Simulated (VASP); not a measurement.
These are PBE GGA, VASP's PBE PAW potentials (set 64) (plane waves; VASP) values and carry that method's errors.

VASP input:

### INCAR
```
SYSTEM = BN
PREC = Accurate
ENCUT = 620
EDIFF = 1E-6
NELM = 100
ALGO = Normal
LREAL = .FALSE.
LASPH = .TRUE.
ISMEAR = 0
SIGMA = 0.05
GGA = PE
LWAVE = .FALSE.
LCHARG = .FALSE.
IBRION = 2
ISIF = 3
NSW = 40
EDIFFG = -0.02
PSTRESS = 450
```

**POSCAR**
```
BN
1
    1.2257646848    -2.1230885332    -0.0000000000
    1.2257646848     2.1230885332     0.0000000000
    0.0000000000     0.0000000000     4.8530400620
B N
2 2
Direct
  0.3333330000   0.6666670000   0.2500000000
  0.6666670000   0.3333330000   0.7500000000
  0.6666670000   0.3333330000   0.2500000000
  0.3333330000   0.6666670000   0.7500000000
```

### KPOINTS
```
Automatic mesh
0
Gamma
 10 10 5
0 0 0
```

POTCAR, in this order: B N (PBE.64 set). Program: vasp_std.

Problem. What will the output report for the number of irreducible k-points (NKPTS), largest plane-wave count, number of space-group operations, FFT grid (NGX, NGY, NGZ)?

Solution. 
```yaml
number of irreducible k-points (NKPTS): 42
largest_plane_wave_count: 903
number_of_space_group_operations: 24
FFT grid (NGX, NGY, NGZ): 20 × 20 × 40
```

The compound is BN in the hex structure. It was relaxed first under an external pressure of 45 GPa.
